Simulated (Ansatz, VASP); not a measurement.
# Cross-check of LaScBr6 between VASP and Ansatz

Aim: how closely do two programs agree when they are given the same cell, functional and k mesh? The cell is invented: As first built, before any earlier steps moved the atoms (in the runner's words): Sc for half of the La in the LaBr3 structure of space group P6_3/m. It may not be a known or stable phase. The cell is taken from a series of runs on this material, whose earlier steps may have relaxed, scaled, displaced or heated it; both programs get it as it stands.

Program: Ansatz 0.2.0. Level of theory: plane waves, with VASP 6.6.1 beside it; relaxation of cell and atoms at PBEsol. Results are calculated unless marked as measured.

**1. Set-up**

Symmetry: P-6, No. 174, hexagonal system. Conventional cell: a = 7.874 Å, b = 7.874 Å, c = 4.409 Å, α = 90.00°, β = 90.00°, γ = 120.00°. La has 9 Br at 3.04 to 3.12 Å nearest. Nearest to Sc lie 9 Br at 3.04 to 3.12 Å. Br has 2 Sc at 3.04 Å and 1 La at 3.12 Å nearest. Br has 2 La at 3.04 Å and 1 Sc at 3.12 Å nearest. It derives from LaBr3. As first built, before any earlier steps moved the atoms (in the runner's words): Sc for half of the La in the LaBr3 structure of space group P6_3/m. Farther neighbours and most contacts between anions are not listed.

As a file:

```cif
data_structure
_symmetry_space_group_name_H-M 'P-6'
_symmetry_Int_Tables_number 174
_cell_length_a 7.8737
_cell_length_b 7.8737
_cell_length_c 4.4094
_cell_angle_alpha 90.000
_cell_angle_beta 90.000
_cell_angle_gamma 120.000
_cell_volume 236.74
loop_
_atom_site_label
_atom_site_type_symbol
_atom_site_symmetry_multiplicity
_atom_site_Wyckoff_symbol
_atom_site_fract_x
_atom_site_fract_y
_atom_site_fract_z
_atom_site_occupancy
La1 La 1 f 0.66667 0.33333 0.50000 1
Sc1 Sc 1 c 0.33333 0.66667 0.00000 1
Br1 Br 3 k 0.61344 0.70019 0.50000 1
Br2 Br 3 j 0.91325 0.61344 0.00000 1
```

**2. VASP: relaxation of cell and atoms, PBEsol**

The relaxed volume is the usual yardstick between codes: in a stiff, nearly cubic crystal its relative difference is about their pressure difference at one cell divided by the bulk modulus.

Lines of VASP's logs that name or quote its potential files are left out, and so is its time.

INCAR reads:

```
SYSTEM = LaScBr6
PREC = Accurate
ENCUT = 500
EDIFF = 1E-07
NELM = 200
ISMEAR = 0
SIGMA = 0.03
LREAL = .FALSE.
ALGO = Normal
GGA = PS
NBANDS = 40
LASPH = .TRUE.
LORBIT = 11
LWAVE = .FALSE.
LCHARG = .FALSE.
ISIF = 3
IBRION = 2
NSW = 80
EDIFFG = -0.005
GGA_COMPAT = .FALSE.
NELMIN = 4
EFERMI = MIDGAP
LMAXMIX = 6
KPAR = 2
```

POSCAR reads:

```
LaScBr6
1.0
    7.8736880000      0.0000000000      0.0000000000
   -3.9368440000      6.8188140000      0.0000000000
    0.0000000000      0.0000000000      4.4093940000
La Sc Br
1 1 6
Direct
    0.6666666667      0.3333333333      0.7500001134
    0.3333333333      0.6666666667      0.2500001134
    0.6134432348      0.7001947846      0.7500001134
    0.9132484212      0.6134431882      0.2500001134
    0.3865567652      0.2998052154      0.2500001134
    0.0867515788      0.3865568118      0.7500001134
    0.2998051864      0.9132484036      0.7500001134
    0.7001948136      0.0867515964      0.2500001134
```

KPOINTS reads:

```
Automatic mesh
0
Gamma
4 4 6
0 0 0
```

Potentials, in the order of the species: La, Sc_sv and Br (PBE family, release 64).

Launch:

```console
$ mpirun -np 2 vasp_std
```

Numbers of over 12 decimals in the logs are rounded to 6 here.

Output:

```text
[banner, memory and clock lines left out]
running    2 mpi-ranks, on    1 nodes
 distrk:  each k-point on    1 cores,    2 groups
 distr:  one band on    1 cores,    1 groups

 POSCAR found type information on POSCAR LaScBr
 POSCAR found :  3 types and       8 ions
|                                                                             |
|               ----> ADVICE to this user running VASP <----                  |
|                                                                             |
|     You enforced a specific xc type in the INCAR file but a different       |
|     [... a line on the potential file left out ...]
|     I HOPE YOU KNOW WHAT YOU ARE DOING!                                     |
|                                                                             |

 LDA part: xc-table for (Slater+PW92), standard interpolation
 POSCAR, INCAR and KPOINTS ok, starting setup
 FFT: planning ... GRIDC
 FFT: planning ... GRID_SOFT
 FFT: planning ... GRID
 WAVECAR not read
 entering main loop
       N       E                     dE             d eps       ncg     rms          rms(c)
DAV:   1     0.809755573548E+03    0.80976E+03   -0.24576E+04  1280   0.168E+03
DAV:   2     0.137589735028E+03   -0.67217E+03   -0.65012E+03  1512   0.450E+02
DAV:   3    -0.169048875013E+02   -0.15449E+03   -0.13827E+03  1936   0.196E+02
DAV:   4    -0.394482575373E+02   -0.22543E+02   -0.21620E+02  2112   0.677E+01
DAV:   5    -0.405496381677E+02   -0.11014E+01   -0.10979E+01  2136   0.166E+01    0.971E+00
DAV:   6    -0.368774132326E+02    0.36722E+01   -0.10930E+01  2000   0.173E+01    0.469E+00
DAV:   7    -0.367526485425E+02    0.12476E+00   -0.22750E+00  2312   0.862E+00    0.277E+00
DAV:   8    -0.368877002639E+02   -0.13505E+00   -0.13020E+00  2064   0.128E+01    0.246E+00
DAV:   9    -0.367044362276E+02    0.18326E+00   -0.37107E-01  1944   0.690E+00    0.586E-01
DAV:  10    -0.366992293841E+02    0.52068E-02   -0.31006E-02  2304   0.189E+00    0.221E-01
DAV:  11    -0.366993615031E+02   -0.13212E-03   -0.50389E-03  2312   0.468E-01    0.728E-02
DAV:  12    -0.366996240341E+02   -0.26253E-03   -0.11919E-03  2312   0.307E-01    0.871E-02
DAV:  13    -0.366995480469E+02    0.75987E-04   -0.51425E-04  2144   0.240E-01    0.361E-02
DAV:  14    -0.366996191440E+02   -0.71097E-04   -0.28418E-04  2440   0.145E-01    0.261E-02
DAV:  15    -0.366996133233E+02    0.58207E-05   -0.70323E-05  2464   0.809E-02    0.106E-02
DAV:  16    -0.366996165298E+02   -0.32065E-05   -0.19959E-05  2080   0.199E-02    0.601E-03
DAV:  17    -0.366996161962E+02    0.33363E-06   -0.42235E-06  2264   0.231E-02    0.313E-03
DAV:  18    -0.366996163154E+02   -0.11920E-06   -0.64916E-07  1856   0.387E-03    0.293E-03
DAV:  19    -0.366996159569E+02    0.35850E-06   -0.39720E-07  1664   0.755E-03    0.734E-04
DAV:  20    -0.366996159432E+02    0.13652E-07   -0.80887E-08  1016   0.217E-03
   1 F= -.36699616E+02 E0= -.36699616E+02  d E =-.366996E+02
[... from here on, the cycles between the ionic steps are left out ...]
   2 F= -.36960748E+02 E0= -.36960748E+02  d E =-.261132E+00
  25 F= -.37239787E+02 E0= -.37239787E+02  d E =-.690142E-03
  26 F= -.37239919E+02 E0= -.37239919E+02  d E =-.822698E-03
  27 F= -.37240105E+02 E0= -.37240105E+02  d E =-.185642E-03
  28 F= -.37240179E+02 E0= -.37240179E+02  d E =-.260303E-03
  29 F= -.37240475E+02 E0= -.37240475E+02  d E =-.295390E-03
  30 F= -.37240476E+02 E0= -.37240476E+02  d E =-.296326E-03
  31 F= -.37240536E+02 E0= -.37240536E+02  d E =-.607612E-04
  32 F= -.37240550E+02 E0= -.37240550E+02  d E =-.747052E-04
 curvature:  -2.99 expect dE=-0.351E-04 dE for cont linesearch -0.619E-07
 trial: gam= 0.23531 g(F)=  0.107E-04 g(S)=  0.103E-05 ort = 0.116E-05 (trialstep = 0.251E+01)
 search vector abs. value=  0.159E-04
 bond charge predicted
       N       E                     dE             d eps       ncg     rms          rms(c)
DAV:   1    -0.372405400064E+02    0.10443E-04   -0.73904E-03  1600   0.404E-01    0.525E-02
DAV:   2    -0.372405756618E+02   -0.35655E-04   -0.63492E-04  1848   0.162E-01    0.202E-02
DAV:   3    -0.372405718333E+02    0.38285E-05   -0.22470E-05  2112   0.371E-02    0.139E-02
DAV:   4    -0.372405688929E+02    0.29405E-05   -0.13241E-05  1976   0.195E-02    0.690E-03
DAV:   5    -0.372405688913E+02    0.15025E-08   -0.18245E-06  1776   0.765E-03    0.302E-03
DAV:   6    -0.372405687527E+02    0.13861E-06   -0.84127E-08  1024   0.269E-03    0.153E-03
DAV:   7    -0.372405686619E+02    0.90839E-07   -0.68522E-08   984   0.292E-03
  33 F= -.37240569E+02 E0= -.37240569E+02  d E =-.182526E-04
 trial-energy change:   -0.000018  1 .order   -0.000016   -0.000030   -0.000002
 step:   2.6598(harm=  2.7282)  dis= 0.00115  next Energy=   -37.240569 (dE=-0.183E-04)
 reached required accuracy - stopping structural energy minimisation
```

Parts of OUTCAR (step 2):

```text
ion  position               nearest neighbor table
   1  0.667  0.333  0.750-   4 3.04   4 3.04   8 3.04   8 3.04   5 3.04   5 3.04   3 3.12   6 3.12
                             7 3.12
   2  0.333  0.667  0.250-   6 3.04   6 3.04   7 3.04   7 3.04   3 3.04   3 3.04
   3  0.613  0.700  0.750-   2 3.04   2 3.04   1 3.12
   4  0.913  0.613  0.250-   1 3.04   1 3.04
   5  0.387  0.300  0.250-   1 3.04   1 3.04
   6  0.087  0.387  0.750-   2 3.04   2 3.04   1 3.12
   7  0.300  0.913  0.750-   2 3.04   2 3.04   1 3.12
   8  0.700  0.087  0.250-   1 3.04   1 3.04

  LATTYP: Found a hexagonal cell.
 ALAT       =     7.8736880000
 C/A-ratio  =     0.5600163481

 Subroutine GETGRP returns: Found  6 space group operations
 (whereof  3 operations were pure point group operations)

The static configuration has the point symmetry C_3 .
 The point group associated with its full space group is C_3h.

 Found     16 irreducible k-points:

   k-points           NKPTS =     16   k-points in BZ     NKDIM =     16   number of bands    NBANDS=     40

   dimension x,y,z NGX =    60 NGY =   60 NGZ =   32
   dimension x,y,z NGXF=   120 NGYF=  120 NGZF=   64

   ENCUT  =  500.0 eV  36.75 Ry    6.06 a.u.  14.36 14.36  8.04*2*pi/ulx,y,z

   NELECT =      64.0000    total number of electrons

 k-points in reciprocal lattice and weights: Automatic mesh
   0.00000000  0.00000000  0.00000000       0.010
   0.25000000  0.00000000  0.00000000       0.062
   0.50000000  0.00000000  0.00000000       0.031
   0.25000000  0.25000000  0.00000000       0.062
   0.00000000  0.00000000  0.16666667       0.021
   0.25000000  0.00000000  0.16666667       0.125
   0.50000000  0.00000000  0.16666667       0.062
   0.25000000  0.25000000  0.16666667       0.125
   0.00000000  0.00000000  0.33333333       0.021
[...]
0.50000000  0.00000000  0.50000000       0.031
   0.25000000  0.25000000  0.50000000       0.062

 average (electrostatic) potential at core
       1-101.0828       2 -49.6411       3 -63.1075       4 -62.7114       5 -62.7114
       6 -63.1075       7 -63.1075       8 -62.7114

 E-fermi :   2.4523

 k-point     1 :       0.0000    0.0000    0.0000
  band No.  band energies     occupation
    ...
     28       0.2870      2.00000
     29       0.6561      2.00000
     30       1.1467      2.00000
     31       1.3706      2.00000
     32       1.3706      2.00000
     33       3.6242      0.00000
     34       4.0658      0.00000
     35       4.0658      0.00000
     36       4.5556      0.00000
     37       4.7776      0.00000
    ...

 k-point     2 :       0.2500    0.0000    0.0000
  band No.  band energies     occupation
    ...
     28       0.4438      2.00000
     29       0.9198      2.00000
     30       1.0614      2.00000
     31       1.0843      2.00000
     32       1.3353      2.00000
     33       3.5870      0.00000
     34       4.0320      0.00000
     35       4.0709      0.00000
     36       4.5166      0.00000
     37       4.7664      0.00000
    ...

 k-point     3 :       0.5000    0.0000    0.0000
  band No.  band energies     occupation
    ...
     28       0.4506      2.00000
     29       0.9441      2.00000
     30       1.0359      2.00000
     31       1.0937      2.00000
     32       1.2548      2.00000
     33       3.5391      0.00000
     34       4.0054      0.00000
     35       4.0741      0.00000
     36       4.4824      0.00000
     37       4.7549      0.00000
    ...

  Total        0.0101775      0.0101775      0.0127706      0.0000003      0.0000000      0.0000000
  in kB        0.0684783      0.0684783      0.0859260      0.0000022      0.0000000      0.0000000
  external PRESSURE =       0.0742942 kB  Pullay stress =       0.0000000 kB

  energy-cutoff  :      500.00
  volume of cell :      238.12
      direct lattice vectors                 reciprocal lattice vectors
     8.461207595 -0.000001311  0.000000000     0.118186450  0.068234952 -0.000000000
    -4.230602663  7.327621588 -0.000000000     0.000000021  0.136469942 -0.000000000
     0.000000000  0.000000000  3.840640857     0.000000000  0.000000000  0.260373213

 POSITION                                       TOTAL-FORCE (eV/Angst)
 -----------------------------------------------------------------------------------
      4.23060      2.44254      2.88048        -0.000000      0.000000      0.000000
      0.00000      4.88508      0.96016        -0.000000     -0.000000     -0.000000
      1.94708      5.06746      2.88048         0.000392      0.000021     -0.000000
      4.94200      4.55154      0.96016        -0.003073     -0.000747      0.000000
      2.04845      2.00413      0.96016         0.002183     -0.002287      0.000000
     -0.81560      3.10768      2.88048        -0.000178     -0.000350      0.000000
     -1.13148      6.48011      2.88048        -0.000214      0.000329     -0.000000
      5.70136      0.77195      0.96016         0.000889      0.003035     -0.000000
 -----------------------------------------------------------------------------------
    total drift:                                0.000025      0.000005     -0.000000

  FREE ENERGIE OF THE ION-ELECTRON SYSTEM (eV)
  ---------------------------------------------------
  free  energy   TOTEN  =       -37.2405686619 eV

  energy  without entropy=      -37.2405686619  energy(sigma->0) =      -37.24056866

 reached required accuracy - stopping structural energy minimisation

 total charge
# of ion       s       p       d       f       tot
--------------------------------------------------
    1        2.029   5.660   0.611   0.180   8.480
    2        2.159   6.114   0.896   0.000   9.168
    3        1.607   3.234   0.016   0.000   4.858
    4        1.607   3.253   0.013   0.000   4.873
    5        1.607   3.253   0.013   0.000   4.873
    6        1.607   3.234   0.016   0.000   4.858
    7        1.607   3.234   0.016   0.000   4.858
    8        1.607   3.253   0.013   0.000   4.873
--------------------------------------------------
tot         13.829  31.234   1.595   0.180  46.839

[... 3 further parts left out ...]
```

CONTCAR:

```
LaScBr6
   1.00000000000000
     8.4612075954118051   -0.0000013106054543    0.0000000000000000
    -4.2306026626882538    7.3276215877704578   -0.0000000000000000
     0.0000000000000000    0.0000000000000000    3.8406408569361599
  La              Sc              Br
     1     1     6
Direct
     0.6666666667000030    0.3333333332999970    0.7500001133999987
     0.3333333332999970    0.6666666667000030    0.2500001133999987
     0.5758956323205516    0.6915553473524894    0.7500001133999987
     0.8946519484148696    0.6211490619405420    0.2500001133999987
     0.3788508914695418    0.2735028688969811    0.2500001133999987
     0.1156597440147884    0.4241044142774184    0.7500001133999987
     0.3084446236646600    0.8843402383700922    0.7500001133999987
     0.7264971601155886    0.1053480691624769    0.2500001133999987
```

The gap is read on the k-mesh alone, so it is an upper bound where the band edges lie off the mesh. The PAW data sets were made with PBE, which is usual practice but a small mismatch for other functionals. The run keeps the 6 symmetry operations of its start, so it cannot find a distortion of lower symmetry.

(Part 1 of 2 ends here.)

[Lines on the potential files, build, host, timing and source positions are cut from VASP's logs without a mark.]

[Logs are printed without paths, hosts, clocks, repeated set-up lines and the standing remarks that a program may print on its own settings, such as how far it seeks lower states.]

[Hosts, paths, dates, database ids (printed as entryN), source tags and the programs' standing remarks are cut or masked in the printed files.]
